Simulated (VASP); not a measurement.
Computed with LDA (Ceperley-Alder, Perdew-Zunger), VASP's LDA PAW potentials (set 64) (plane waves; VASP).

VASP ran on this input.

INCAR:
```
SYSTEM  =  AuZn
PREC  =  Accurate; ENCUT  =  500; LREAL  =  .False.
LASPH  =  .True.
EDIFF  =  1E-6; NELM  =  100; ALGO  =  Normal
LMAXMIX  =  6
ISMEAR  =  1; SIGMA  =  0.1
IBRION  =  2; NSW  =  40; ISIF  =  3
EDIFFG  =  -0.02; PSTRESS  =  200
LWAVE  =  .False.; LCHARG  =  .False.
```

POSCAR:
```
AuZn
1
    3.0448886534     0.0000000000     0.0000000000
    0.0000000000     3.0448886534     0.0000000000
    0.0000000000     0.0000000000     3.0448886534
Zn Au
1 1
Direct
  0.5000000000   0.5000000000   0.5000000000
  0.0000000000   0.0000000000   0.0000000000
```

File KPOINTS:
```
kpoints
0
gamma
 12 12 12
```

POTCAR, in this order: Zn Au (LDA.64 set). Program: vasp_std.

Q: What will the output report for the number of irreducible k-points (NKPTS), largest plane-wave count, number of space-group operations, FFT grid (NGX, NGY, NGZ)?

A: 
```json
{
 "number of irreducible k-points (NKPTS)": "84",
 "largest_plane_wave_count": "739",
 "number_of_space_group_operations": "48",
 "FFT grid (NGX, NGY, NGZ)": "24 × 24 × 24"
}
```

The compound is AuZn in the CsCl type structure. This run relaxes it under an external pressure of 20 GPa. Symmetry was kept, so distortions that lower it aren't found. The electron count is odd and the run is not spin-polarised, which forces a metal.
